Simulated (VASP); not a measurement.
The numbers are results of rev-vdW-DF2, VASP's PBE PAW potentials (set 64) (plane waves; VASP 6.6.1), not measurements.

Input for VASP

File KPOINTS:
```
Automatic mesh
0
Gamma
7 7 7
0 0 0
```

**POSCAR**
```
CeO2
2.7197010
  0.0000000000   1.0000001544   1.0000001544
  1.0000001544   0.0000000000   1.0000001544
  1.0000001544   1.0000001544   0.0000000000
Ce O
1 2
direct
  0.0000000000   0.0000000000   0.0000000000
  0.2500000000   0.2500000000   0.2500000000
  0.7500000000   0.7500000000   0.7500000000
```

### INCAR
```
! general
SYSTEM   = CeO2
PREC     = Accurate
ENCUT    = 520   ! plane-wave cut-off (eV)
LREAL    = .FALSE.   ! projection in real space or not
LASPH    = .TRUE.

! electronic loop
EDIFF    = 1E-7   ! SCF stop (eV)
NELM     = 100   ! most electronic steps
ALGO     = Normal   ! blocked Davidson
LMAXMIX  = 6   ! l cut-off of mixed one-centre charges

! smearing
ISMEAR   = 0   ! Gaussian
SIGMA    = 0.05

! functional
GGA      = MK
LUSE_VDW = .TRUE.
AGGAC    = 0.0
PARAM1   = 0.1234568
PARAM2   = 0.7114
ZAB_VDW  = -1.8867

! ions
ISIF     = 2

! output
LWAVE    = .FALSE.
LCHARG   = .FALSE.
```

POTCAR, in this order: Ce O (PBE.64 set). Program: vasp_std.

The run wrote:

OSZICAR:
```
       N       E                     dE             d eps       ncg     rms          rms(c)
DAV:   1     0.232133337193E+03    0.23213E+03   -0.11547E+04   656   0.199E+03
DAV:   2     0.824399027962E+01   -0.22389E+03   -0.21575E+03  1032   0.304E+02
DAV:   3    -0.253618499862E+02   -0.33606E+02   -0.28226E+02   800   0.143E+02
DAV:   4    -0.268522267575E+02   -0.14904E+01   -0.14901E+01   984   0.314E+01
DAV:   5    -0.269366398769E+02   -0.84413E-01   -0.84410E-01  1096   0.656E+00    0.299E+01
DAV:   6    -0.249800487568E+02    0.19566E+01   -0.97318E+01   960   0.597E+01    0.286E+01
DAV:   7    -0.234638247636E+02    0.15162E+01   -0.20207E+02  1008   0.134E+02    0.212E+01
DAV:   8    -0.227880603089E+02    0.67576E+00   -0.39194E+00   784   0.214E+01    0.143E+01
DAV:   9    -0.214002262165E+02    0.13878E+01   -0.65070E+00   952   0.213E+01    0.208E+00
DAV:  10    -0.213489060520E+02    0.51320E-01   -0.27169E-01  1160   0.466E+00    0.137E+00
DAV:  11    -0.213250209102E+02    0.23885E-01   -0.41024E-02   944   0.195E+00    0.115E+00
DAV:  12    -0.212936505886E+02    0.31370E-01   -0.14575E-01   960   0.349E+00    0.661E-01
DAV:  13    -0.212965442294E+02   -0.28936E-02   -0.85289E-02  1080   0.260E+00    0.870E-01
DAV:  14    -0.212936509631E+02    0.28933E-02   -0.61903E-02   960   0.229E+00    0.242E-01
DAV:  15    -0.212930820132E+02    0.56895E-03   -0.63540E-03   928   0.775E-01    0.430E-02
DAV:  16    -0.212930801914E+02    0.18218E-05   -0.27233E-04   880   0.164E-01    0.153E-02
DAV:  17    -0.212930823339E+02   -0.21425E-05   -0.10400E-04   992   0.102E-01    0.160E-02
DAV:  18    -0.212930811847E+02    0.11493E-05   -0.57182E-06  1024   0.182E-02    0.125E-02
DAV:  19    -0.212930794175E+02    0.17671E-05   -0.68807E-06  1040   0.238E-02    0.376E-03
DAV:  20    -0.212930789223E+02    0.49528E-06   -0.25969E-06   848   0.157E-02    0.194E-03
DAV:  21    -0.212930789013E+02    0.20990E-07   -0.51791E-08   456   0.228E-03
   1 F= -.21293079E+02 E0= -.21293079E+02  d E =-.546110E-19
```

File OUTCAR:
```
------------------------ aborting loop because EDIFF is reached ----------------------------------------
  FORCE on cell =-STRESS in cart. coord.  units (eV):
  Direction    XX          YY          ZZ          XY          YZ          ZX
  --------------------------------------------------------------------------------------
  Total        0.0062972      0.0062972      0.0062972      0.0000000      0.0000000      0.0000000
  in kB        0.2507637      0.2507637      0.2507637      0.0000000      0.0000000      0.0000000
  external PRESSURE =       0.2507637 kB  Pullay stress =       0.0000000 kB
  volume of cell :       40.23
      direct lattice vectors                 reciprocal lattice vectors
     0.000000000  2.719701420  2.719701420    -0.183843710  0.183843710  0.183843710
     2.719701420  0.000000000  2.719701420     0.183843710 -0.183843710  0.183843710
     2.719701420  2.719701420  0.000000000     0.183843710  0.183843710 -0.183843710
 POSITION                                       TOTAL-FORCE (eV/Angst)
 -----------------------------------------------------------------------------------
      0.00000      0.00000      0.00000        -0.000000      0.000000     -0.000000
      1.35985      1.35985      1.35985        -0.000000      0.000000     -0.000000
      4.07955      4.07955      4.07955         0.000000     -0.000000      0.000000
 -----------------------------------------------------------------------------------
    total drift:                                0.000000     -0.000000      0.000000
  FREE ENERGIE OF THE ION-ELECTRON SYSTEM (eV)
  ---------------------------------------------------
  free  energy   TOTEN  =       -21.2930789013 eV

  energy  without entropy=      -21.2930789013  energy(sigma->0) =      -21.29307890
```
(Selected blocks of OUTCAR.)

The compound is CeO2 in the fluorite structure. It was relaxed first. The run is not spin-polarised, so no magnetic state was tried.
